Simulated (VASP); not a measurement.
Method: PW91 GGA, VASP's PBE PAW potentials (set 64) (plane waves; VASP).

A VASP calculation is set up with these files.

INCAR:
```
ALGO=Normal
EDIFF=1E-7
ENCUT=520
GGA=91
ICHARG=11
ISMEAR=0
LASPH=T
LCHARG=F
LMAXMIX=4
LORBIT=11
LREAL=F
LWAVE=F
NELM=100
PREC=Accurate
SIGMA=0.05
SYSTEM=MgI2
```

File POSCAR:
```
MgI2
1.0
  2.1028145369  -3.6421811751   0.0000000000
  2.1028145369   3.6421811751   0.0000000000
  0.0000000000   0.0000000000   7.7016026497
Mg I
1 2
Cartesian
  2.1028145369   3.6421811751   0.0000000000
  2.1028145369   1.2140628198   1.6732508348
  2.1028145369  -1.2140628198   6.0283518149
```

### KPOINTS
```
k-points along high-symmetry lines
10
Line-mode
Reciprocal
  0.000000   0.000000   0.000000 ! GAMMA
  0.500000   0.000000   0.000000 ! M

  0.500000   0.000000   0.000000 ! M
  0.333333   0.333333   0.000000 ! K

  0.333333   0.333333   0.000000 ! K
  0.000000   0.000000   0.000000 ! GAMMA

  0.000000   0.000000   0.000000 ! GAMMA
  0.000000   0.000000   0.500000 ! A

  0.000000   0.000000   0.500000 ! A
  0.500000   0.000000   0.500000 ! L

  0.500000   0.000000   0.500000 ! L
  0.333333   0.333333   0.500000 ! H

  0.333333   0.333333   0.500000 ! H
  0.000000   0.000000   0.500000 ! A

  0.500000   0.000000   0.500000 ! L
  0.500000   0.000000   0.000000 ! M

  0.333333   0.333333   0.500000 ! H
  0.333333   0.333333   0.000000 ! K
```

POTCAR, in this order: Mg I (PBE.64 set). Program: vasp_std. Read from the step before: CHGCAR.

Output of the run:

OUTCAR:
```
 ion  position               nearest neighbor table
   1  0.000  0.000  0.000-   2 2.95   3 2.95   3 2.95   2 2.95   3 2.95   2 2.95
   2  0.333  0.667  0.217-   1 2.95   1 2.95   1 2.95
   3  0.667  0.333  0.783-   1 2.95   1 2.95   1 2.95
  LATTYP: Found a hexagonal cell.
 ALAT       =     4.2056286913
 C/A-ratio  =     1.8312607258
 Subroutine PRICEL returns:
 Original cell was already a primitive cell.
 Subroutine GETGRP returns: Found 12 space group operations
The static configuration has the point symmetry D_3d.
The dynamic configuration has the point symmetry D_3d.
 Subroutine INISYM returns: Found 12 space group operations
   k-points           NKPTS =     90   k-points in BZ     NKDIM =     90   number of bands    NBANDS=     12
   number of dos      NEDOS =    301   number of ions     NIONS =      3
   total plane-waves  NPLWV =  61440
   dimension x,y,z NGX =    32 NGY =   32 NGZ =   60
   dimension x,y,z NGXF=    64 NGYF=   64 NGZF=  120
   ions per type =               1   2
   PREC   = accura    normal or accurate (medium, high low for compatibility)
   ISTART =      0    job   : 0-new  1-cont  2-samecut
   ICHARG =     11    charge: 1-file 2-atom 10-const
   ISPIN  =      1    spin polarized calculation?
   LNONCOLLINEAR =      F non collinear calculations
   LSORBIT =      F    spin-orbit coupling
   INIWAV =      1    electr: 0-lowe 1-rand  2-diag
   ENCUT  =  520.0 eV  38.22 Ry    6.18 a.u.   7.82  7.82 14.32*2*pi/ulx,y,z
   NELM   =    100;   NELMIN=  2; NELMDL= -5     # of ELM steps
   EDIFF  = 0.1E-06   stopping-criterion for ELM
   LREAL  =      F    real-space projection
   NLSPLINE    = F    spline interpolate recip. space projectors
   LMAXMIX     =    4 max onsite mixed and CHGCAR
   VOSKOWN=      0    Vosko Wilk Nusair interpolation
   EDIFFG = 0.1E-05   stopping-criterion for IOM
   NSW    =      0    number of steps for IOM
   NBLOCK =      1;   KBLOCK =      1    inner block; outer block
   IBRION =     -1    ionic relax: 0-MD 1-quasi-New 2-CG
   NFREE  =      0    steps in history (QN), initial steepest desc. (CG)
   ISIF   =      2    stress and relaxation
   ISYM   =      2    0-nonsym 1-usesym 2-fastsym
   TEIN   =    0.0    initial temperature
   TEBEG  =    0.0;   TEEND  =   0.0 temperature during run
   SMASS  =  -3.00    Nose mass-parameter (am)
   PSTRESS=    0.0 pullay stress
   NELECT =      16.0000    total number of electrons
   EFERMI =   0.00;   METHOD = LEGACY
   ISMEAR =     0;   SIGMA  =   0.05  broadening in eV -4-tet -1-fermi 0-gaus
   IALGO  =     38    algorithm
   LDIAG  =      T    sub-space diagonalisation (order eigenvalues)
   IMIX   =      4    mixing-type and parameters
     AMIX     =   0.40;   BMIX     =  1.00
     AMIX_MAG =   1.60;   BMIX_MAG =  1.00
     AMIN     =   0.10
   GGA     = 91    functional components
   VOSKOWN =     0    Vosko Wilk Nusair interpolation
   LHFCALC =     F    Hartree Fock is set to
   LHFONE  =     F    Hartree Fock one center treatment
   AEXX    =    0.0000 exact exchange contribution
   IVDW    =     0    specifies the selected vdW correction
   LEPSILON=     F    determine dielectric tensor
   LRPA    =     F    only Hartree local field effects (RPA)
  energy-cutoff  :      520.00
  volume of cell :      117.97
      direct lattice vectors                 reciprocal lattice vectors
     2.102814537 -3.642181175  0.000000000     0.237776557 -0.137280376  0.000000000
     2.102814537  3.642181175  0.000000000     0.237776557  0.137280376  0.000000000
     0.000000000  0.000000000  7.701602650     0.000000000  0.000000000  0.129843105
 k-point     1 :   0.0000 0.0000 0.0000  plane waves:    3179
 k-point     2 :   0.0556 0.0000 0.0000  plane waves:    3195
 k-point     3 :   0.1111 0.0000 0.0000  plane waves:    3173
 k-point     4 :   0.1667 0.0000 0.0000  plane waves:    3167
 k-point     5 :   0.2222 0.0000 0.0000  plane waves:    3179
 k-point     6 :   0.2778 0.0000 0.0000  plane waves:    3178
 k-point     7 :   0.3333 0.0000 0.0000  plane waves:    3180
 k-point     8 :   0.3889 0.0000 0.0000  plane waves:    3182
...
```

### OSZICAR
```
       N       E                     dE             d eps       ncg     rms          rms(c)
DAV:   1     0.813427335737E+02    0.81343E+02   -0.57597E+03  2160   0.103E+03
DAV:   2    -0.448014480953E+00   -0.81791E+02   -0.75938E+02  3124   0.152E+02
DAV:   3    -0.708544120864E+01   -0.66374E+01   -0.66005E+01  2764   0.499E+01
DAV:   4    -0.723532479285E+01   -0.14988E+00   -0.14983E+00  2924   0.912E+00
DAV:   5    -0.723778776734E+01   -0.24630E-02   -0.24629E-02  2776   0.120E+00
DAV:   6    -0.723787974005E+01   -0.91973E-04   -0.91972E-04  3188   0.194E-01
DAV:   7    -0.723788149145E+01   -0.17514E-05   -0.17514E-05  2780   0.215E-02
DAV:   8    -0.723788157285E+01   -0.81402E-07   -0.81394E-07  2248   0.358E-03
   1 F= -.72378816E+01 E0= -.72378816E+01  d E =-.205189E-10
```

**OUTCAR**
```
 val. band max:        1.0021635962   @ k =   0.0000   0.0000   0.0000

 cond. band min:       4.6186739111   @ k =   0.5000   0.0000   0.4444



 k-point     1 :       0.0000    0.0000    0.0000
  band No.  band energies     occupation
      1     -10.7331      2.00000
      2     -10.1883      2.00000
      3      -2.0097      2.00000
      4       0.7129      2.00000
      5       0.7129      2.00000
      6       0.7516      2.00000
      7       1.0022      2.00000
      8       1.0022      2.00000
      9       4.7383      0.00000
     10       5.9054      0.00000
     11       7.7014      0.00000
     12       7.7023      0.00000

 k-point     2 :       0.0556    0.0000    0.0000
  band No.  band energies     occupation
      1     -10.7184      2.00000
      2     -10.1798      2.00000
      3      -1.9928      2.00000
      4       0.5565      2.00000
      5       0.6717      2.00000
      6       0.7764      2.00000
      7       0.8911      2.00000
      8       0.9997      2.00000
      9       4.8700      0.00000
     10       6.0385      0.00000
     11       7.4543      0.00000
     12       7.7563      0.00000

 k-point     3 :       0.1111    0.0000    0.0000
  band No.  band energies     occupation
      1     -10.6751      2.00000
      2     -10.1551      2.00000
      3      -1.9450      2.00000
      4       0.2105      2.00000
      5       0.5668      2.00000
      6       0.6018      2.00000
      7       0.7835      2.00000
      8       0.9813      2.00000
      9       5.1872      0.00000
     10       6.3507      0.00000
     11       7.1391      0.00000
     12       7.9063      0.00000

 k-point     4 :       0.1667    0.0000    0.0000
  band No.  band energies     occupation
      1     -10.6065      2.00000
      2     -10.1175      2.00000
      3      -1.8770      2.00000
      4      -0.2372      2.00000
      5       0.2446      2.00000
      6       0.4290      2.00000
      7       0.7673      2.00000
...
```

The density is held fixed in this step, so its total energy and stress have no physical meaning. Without a dispersion term in the relaxation, distances and binding between the weakly bound layers, chains or molecules are unreliable, and so is what depends on them. Unless said otherwise, spin-orbit coupling is left out, though it shifts the bands of the heavy elements here.

The compound is MgI2 in the 1T layered structure. It was relaxed first, which changed the volume by +15 %.
